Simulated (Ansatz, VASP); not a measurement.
# Tl3HS: VASP beside Ansatz

INCAR

```
  PREC = Accurate
  ENCUT = 520
  EDIFF = 1E-6
  ISMEAR = 0
  SIGMA = 0.02
  LREAL = F
  LASPH = T
  NELM = 100
  ALGO = Fast
  ISIF = 2
  LWAVE = F
  LCHARG = F
  GGA = PE
  NBANDS = 31
```

File KPOINTS:

```
regular mesh
0
Gamma
  8 8 8
```

File POSCAR:

```
Tl3HS
1.0
    5.1135000000      0.0000000000      0.0000000000
    0.0000000000      5.1135000000      0.0000000000
    0.0000000000      0.0000000000      5.1135000000
S H Tl
1 1 3
Direct
    0.0000000000      0.0000000000      0.0000000000
    0.5000000000      0.5000000000      0.5000000000
    0.5000000000      0.5000000000      0.0000000000
    0.5000000000      0.0000000000      0.5000000000
    0.0000000000      0.5000000000      0.5000000000
```

Input for Ansatz:

```yaml
crystal:
  lattice:
    - [5.1135, 0.0, 0.0]
    - [0.0, 5.1135, 0.0]
    - [0.0, 0.0, 5.1135]
  atoms:
    - { symbol: S, position: [0.0, 0.0, 0.0] }
    - { symbol: H, position: [0.5, 0.5, 0.5] }
    - { symbol: Tl, position: [0.5, 0.5, 0.0] }
    - { symbol: Tl, position: [0.5, 0.0, 0.5] }
    - { symbol: Tl, position: [0.0, 0.5, 0.5] }
basis:
  ecutwfc: 420
kpoints:
  mp_grid: { grid: [8, 8, 8] }
hamiltonian:
  xc: pbe
scf:
  occupations: { method: gaussian, width: 0.02 }
output:
  forces: true
  stress: true
  eigenvalues: true
```

Alike in both runs: task single point; functional PBE; k mesh 8 × 8 × 8; occupations gaussian, width 0.02 eV; no spin polarisation.

```csv
,VASP,Ansatz
version,VASP 6.6.1,Ansatz 0.2.0
potentials or method,"VASP PAW PBE potentials, release 64 (S, H, Tl_d)","scalar-relativistic, plane waves, PAW"
plane-wave cutoff (eV),520,420
valence electrons in the cell,46,46
```

|  | VASP | Ansatz | Ansatz less VASP |
| --- | --- | --- | --- |
| gap on the k mesh at the Fermi level (eV) | none | none | - |
| pressure (GPa) | -1.5 | -1.4 | +0.07 |

A gap of «none» marks a metal or a gap that the smearing closes.

The runs have no spin-orbit coupling, so splittings on Tl are missing.
